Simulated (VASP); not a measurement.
Input for VASP

INCAR:
```
LMAXMIX = 4   ! l cut-off of mixed one-centre charges
ALGO = Normal   ! blocked Davidson
LASPH = T   ! aspherical one-centre terms
EDIFF = 1E-7   ! SCF stop (eV)
SYSTEM = Mo
SIGMA = 0.1   ! width (eV)
ENCUT = 480   ! plane-wave cut-off (eV)
PREC = Accurate
ISMEAR = 1   ! Methfessel-Paxton
GGA = PS   ! PBEsol
LWAVE = F
NELM = 100   ! most electronic steps
LREAL = F   ! projection in real space or not
LCHARG = F
ISIF = 2   ! forces and stress, cell fixed
```

**POSCAR**
```
Mo
1
   -1.5650523707     1.5650523707     1.5650523707
    1.5650523707    -1.5650523707     1.5650523707
    1.5650523707     1.5650523707    -1.5650523707
Mo
1
Direct
  0.0000000000   0.0000000000   0.0000000000
```

KPOINTS:
```
K-points
0
gamma
16 16 16
```

POTCAR, in this order: Mo_sv (PBE.64 set). Program: vasp_std.

Write an equivalent input for Ansatz.

One equivalent input (not run):
Ansatz 0.2 input:
```yaml
crystal:
  lattice:
    - [-1.5650524, 1.5650524, 1.5650524]
    - [1.5650524, -1.5650524, 1.5650524]
    - [1.5650524, 1.5650524, -1.5650524]
  atoms:
    - { symbol: Mo, position: [0.0000000, 0.0000000, 0.0000000] }
kpoints:
  mp_grid: { grid: [16, 16, 16] }
hamiltonian:
  xc: pbesol
  pseudopotentials: { kind: paw }
scf:
  occupations: { method: methfessel_paxton, width: 0.1 }
  max_iter: 100
output: { forces: true, stress: true, eigenvalues: true }
```
What does not carry over: each code has its own PAW files, so the cut-off isn't converted (ENCUT is set for VASP's; basis.ecutwfc is left out, and Ansatz then takes the one that its files recommend); Ansatz stops its SCF on the density residual and VASP on the energy change (EDIFF).

The compound is Mo in the bcc structure. It was relaxed first.
